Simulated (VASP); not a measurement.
Runs of VASP 6.6.1 on Sn. The cell holds a slab with vacuum, 8 atoms: a = 4.590 Å, b = 4.590 Å, c = 26.360 Å, α = 90.00°, β = 90.00°, γ = 90.00°. The slab is cut from a database's or a generator's crystal, which needn't be the stable form of the element.

```csv
task,level,potentials or basis,cell,k mesh,cutoff (eV),smearing,gap on the mesh (eV),largest force (eV/Å),work function (eV)
single point,PBE,"VASP PAW PBE potentials, release 64 (Sn)",as given,5 × 5 × 1,600,fermi-dirac 0.05 eV,none,0.53,-
single point,PBE,"VASP PAW PBE potentials, release 64 (Sn_d)",as given,5 × 5 × 1,600,fermi-dirac 0.05 eV,none,0.52,-
work function,BLYP,"VASP PAW PBE potentials, release 64 (Sn_d)",as given,5 × 5 × 1,520,fermi-dirac 0.05 eV,none,0.83,4.41
work function,PBE,"VASP PAW PBE potentials, release 64 (Sn_d)","the (1 0 0) slab of Sn, cut from the database cell, not relaxed",6 × 6 × 1,520,gaussian 0.05 eV,none,0.61,(b)
work function,RPBE,"VASP PAW PBE potentials, release 64 (Sn_d)",as given,5 × 5 × 1,520,fermi-dirac 0.05 eV,none,(d),4.54
work function,PBE,"VASP PAW PBE potentials, release 64 (Sn_d)",as given,5 × 5 × 1,520,fermi-dirac 0.05 eV,none,0.52,4.63
work function,PBEsol,"VASP PAW PBE potentials, release 64 (Sn_d)",as given,5 × 5 × 1,520,fermi-dirac 0.05 eV,none,0.25,4.68
work function,LDA,"VASP PAW LDA potentials, release 64 (Sn_d)",as given,5 × 5 × 1,520,fermi-dirac 0.05 eV,none,(c),(a)
work function,revPBE,"VASP PAW PBE potentials, release 64 (Sn_d)",as given,5 × 5 × 1,520,fermi-dirac 0.05 eV,none,0.65,4.54
single point,PBE,"VASP PAW PBE potentials, release 64 (Sn_d)","the (1 0 0) slab of Sn, cut from the database cell, not relaxed",6 × 6 × 1,520,fermi-dirac 0.05 eV,none,0.58,4.65
```

Alike in all rows: no spin polarisation.

Task: Fill in the values left out.

Result: (a) 4.86; (b) 4.66; (c) 0.10; (d) 0.70.

Caveats: the PAW data sets were made with another functional, which shifts forces and pressure a little (some runs).

A k mesh can miss the band edges, and the runs leave out spin-orbit coupling on Sn.

A gap of «none» marks a metal or a gap under the smearing width.

Not every run made on this cell is shown here.
